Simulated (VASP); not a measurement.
Energy against volume of BaF2 (fluorite). Calculation: PBE GGA with D3 dispersion (zero damping), VASP's PBE PAW potentials (set 64) (plane waves; VASP). Numerical set-up: 520 eV cut-off, 6×6×6 Γ-centred mesh, Gaussian smearing of 0.050 eV, potentials Ba_sv F.

| V (Å³/atom) | E (eV/atom) |
|---|---|
| 19.773 | -5.78934 |
| 20.385 | -5.79319 |
| 20.996 | -5.79068 |
| 21.608 | -5.78282 |

### Question
Fit these four points and predict the energy of the run at 19.162 Å³/atom.

### Answer
A cubic in V^(−2/3), the third-order Birch-Murnaghan form, passes through the four points with V0 = 20.43 Å³/atom and B0 = 55 GPa, and gives -5.7779 eV/atom there. The run gave -5.7780 eV/atom, -0.1 meV/atom from the fit; all five points give B0 = 55 GPa.

The compound is BaF2 in the fluorite structure. It was relaxed first.
